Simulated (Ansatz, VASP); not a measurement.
## One calculation of NbTe, two programs

The input INCAR:

```
SYSTEM = NbTe
PREC = Accurate ; ENCUT = 520
EDIFF = 1E-6 ; ISMEAR = -1
SIGMA = 0.05 ; LREAL = .False.
LASPH = .True. ; NELM = 60
ALGO = Normal ; ISIF = 2
LWAVE = .False. ; LCHARG = .False.
NBANDS = 16
```

File KPOINTS:

```
Automatic mesh
0
Gamma
  8 8 7
  0 0 0
```

File POSCAR:

```
NbTe
1.0
    3.6273822700      0.0000000000      0.0000000000
   -1.8136911350      3.1414051951      0.0000000000
    0.0000000000      0.0000000000      3.6187977783
Te Nb
1 1
Direct
    0.6666666667      0.3333333333      0.0000000000
    0.0000000000      0.0000000000      0.5000000000
```

File input.yaml:

```yaml
crystal:
  lattice:
    - [3.62738227, 0.0, 0.0]
    - [-1.813691135, 3.1414051951, 0.0]
    - [0.0, 0.0, 3.6187977783]
  atoms:
    - { symbol: Te, position: [0.6666666667, 0.3333333333, 0.0] }
    - { symbol: Nb, position: [0.0, 0.0, 0.5] }
hamiltonian:
  xc: lda
  pseudopotentials: { kind: paw }
kpoints:
  mp_grid: { grid: [8, 8, 7] }
scf:
  occupations: { method: fermi_dirac, width: 0.05 }
output:
  forces: true
  stress: true
  eigenvalues: true
  write_density: true
  write_potential: true
  elf: true
  volumetric_format: npy
```

The cell comes from a database or a generator and needn't be the stable form of this composition.

Alike in both runs: task single point; functional LDA; k mesh 8 × 8 × 7; occupations fermi-dirac, width 0.05 eV; no spin polarisation.

|  | VASP | Ansatz |
| --- | --- | --- |
| version | VASP 6.6.1 | Ansatz 0.2.0 |
| potentials or method | VASP PAW LDA potentials, release 64 (Te, Nb_sv) | Ansatz PAW |
| plane-wave cutoff (eV) | 520 | 420 |
| valence electrons in the cell | 19 | 29 |

VASP gave:

```
gap on the k mesh at the Fermi level (eV)       : none
pressure (GPa)                                  : 0.2
largest component of the traceless stress (GPa) : 1.00
```

Which values does Ansatz return?

gap on the k mesh at the Fermi level (eV): none; pressure (GPa): 0.2; largest component of the traceless stress (GPa): 1.03.

A gap of «none» marks a metal or a gap that the smearing closes. The two sets of potentials don't hold the same shells in valence.

Caveats: the PAW data sets come from PBE, with cores solved anew for the run's functional, which leaves a small shift of forces and pressure (Ansatz). Spin-orbit coupling is left out, which matters for the levels of Te.
